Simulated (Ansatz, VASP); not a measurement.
## Sc5W in VASP and in Ansatz

```
Sc W
1.0
     0.00000    4.85165    4.85165
     4.85165    0.00000    4.85165
     4.85165    4.85165    0.00000
Sc W
5 1
Cartesian
  3.5133 3.5133 3.5133
  6.1900 6.1900 3.5133
  6.1900 3.5133 6.1900
  3.5133 6.1900 6.1900
  7.2775 7.2775 7.2775
  4.8517 4.8517 4.8517
```

Alike in both runs: functional PBE; k mesh 4 × 4 × 4; occupations gaussian, width 0.1 eV; no spin polarisation.

Ansatz relaxed the structure, and its values are those at the end. VASP's run is a single point on that final structure, the one shown.

|  | VASP | Ansatz |
| --- | --- | --- |
| version | VASP 6.6.1 | Ansatz 0.2.0 |
| potentials or method | VASP PAW PBE potentials, release 64 (Sc_sv, W_sv) | scalar-relativistic, plane waves, PAW |
| plane-wave cutoff (eV) | 520 | 420 |
| valence electrons in the cell | 69 | 69 |

Ansatz gave:

- gap on the k mesh at the Fermi level (eV): none
- pressure (GPa): 0.0
- rms of the force components (eV/Å): 0.006

Question: Estimate VASP's values.

Answer: gap on the k mesh at the Fermi level (eV): none; pressure (GPa): 0.2; rms of the force components (eV/Å): 0.078.

A gap of «none» marks a metal or a gap that the smearing closes.

Spin-orbit coupling is left out, which matters for the levels of W.
